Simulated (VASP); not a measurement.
An input for Quantum ESPRESSO's pw.x (written as the equivalent of a VASP run, and not itself run):

```
&CONTROL
  calculation = 'vc-relax'
  pseudo_dir = './pseudo'
  outdir = './out'
  tprnfor = .true.
  tstress = .true.
  nstep = 60
  forc_conv_thr = 0.00078
/
&SYSTEM
  ibrav = 0
  nat = 6
  ntyp = 2
  ecutwfc = 74
  occupations = 'smearing'
  smearing = 'gaussian'
  degauss = 0.003675
  input_dft = 'vdw-df-obk8'
/
&ELECTRONS
  conv_thr = 7.3e-08
  electron_maxstep = 100
/
&IONS
/
&CELL
/
ATOMIC_SPECIES
  W 183.840 W.upf
  S 32.060 S.upf
CELL_PARAMETERS angstrom
     3.1456914    0.0000000    0.0000000
    -1.5728457    2.7242487    0.0000000
     0.0000000   -0.0000000   12.3155606
ATOMIC_POSITIONS crystal
  W    0.6666670  0.3333330  0.7500000
  W    0.3333330  0.6666670  0.2500000
  S    0.6666670  0.3333330  0.3774566
  S    0.3333330  0.6666670  0.8774566
  S    0.3333330  0.6666670  0.6225434
  S    0.6666670  0.3333330  0.1225434
K_POINTS automatic
  7 7 2 0 0 0
```

**Question.** Write the VASP files for the same calculation (optB88-vdW).

**Answer.** This is not unique; one that fits is 
### POSCAR
```
WS2
1
    3.1456914421     0.0000000000     0.0000000000
   -1.5728457211     2.7242486795     0.0000000000
    0.0000000000    -0.0000000000    12.3155605606
W S
2 4
Direct
  0.6666670000   0.3333330000   0.7500000000
  0.3333330000   0.6666670000   0.2500000000
  0.6666670000   0.3333330000   0.3774566432
  0.3333330000   0.6666670000   0.8774566432
  0.3333330000   0.6666670000   0.6225433568
  0.6666670000   0.3333330000   0.1225433568
```

### INCAR
```
SYSTEM = WS2
PREC = Accurate
ENCUT = 480
EDIFF = 1E-6
NELM = 100
ALGO = Normal
LREAL = .FALSE.
LASPH = .TRUE.
ISMEAR = 0
SIGMA = 0.05
GGA = BO
PARAM1 = 0.1833333333
PARAM2 = 0.22
LUSE_VDW = .TRUE.
AGGAC = 0.0
LMAXMIX = 6
LWAVE = .FALSE.
LCHARG = .FALSE.
IBRION = 2
ISIF = 3
NSW = 60
EDIFFG = -0.02
```

### KPOINTS
```
Automatic mesh
0
gamma
  7 7 2
0 0 0
```

POTCAR, in this order: W_sv S (PBE.64 set). Program: vasp_std.

What does not carry over: the potentials are each code's own (VASP's PAW set, PseudoDojo norm-conserving files in pw.x), so ENCUT and ecutwfc are chosen apart and not converted; conv_thr bounds pw.x's estimated SCF error, while EDIFF bounds the energy change between steps; forc_conv_thr acts on force components and is met together with etot_conv_thr.

The compound is WS2 in the 2H layered structure. This run relaxes it. Symmetry was kept, so distortions that lower it aren't found. The start is the result of an earlier pass.
